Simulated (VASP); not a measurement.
Data:

```yaml
crystal:
  lattice:
    - [4.11936, 0.00000, 0.00000]
    - [-2.05968, 3.56747, 0.00000]
    - [0.00000, 0.00000, 2.47586]
  atoms:
    - { symbol: Co, position: [0.00000, 0.00000, 0.00000] }
    - { symbol: Si, position: [0.33333, 0.66667, 0.50000] }
    - { symbol: Si, position: [0.66667, 0.33333, 0.50000] }
```

Level of theory: PBEsol GGA, VASP's PBE PAW potentials (set 64) (plane waves; VASP). Run with 400 eV cut-off, 10×10×14 Γ-centred mesh, tetrahedra with Blöchl corrections, potentials Co Si.

Estimate the energy per atom (σ→0), band gap (on the k-mesh) with the smallest direct gap where there is one.

The band gap (on the k-mesh) is none (metal, semimetal or under 0.01 eV). The energy per atom (σ→0) is -6.189 eV/atom.

Only differences to runs with the same potentials and settings are physical.

The structure was generated: CoSi2 was put into the AlB2 type (P6/mmm), which need not be its known phase. It was relaxed first, which changed the volume by -51 %. The run is not spin-polarised, so no magnetic state was tried. The electron count is odd and the run is not spin-polarised, which forces a metal.
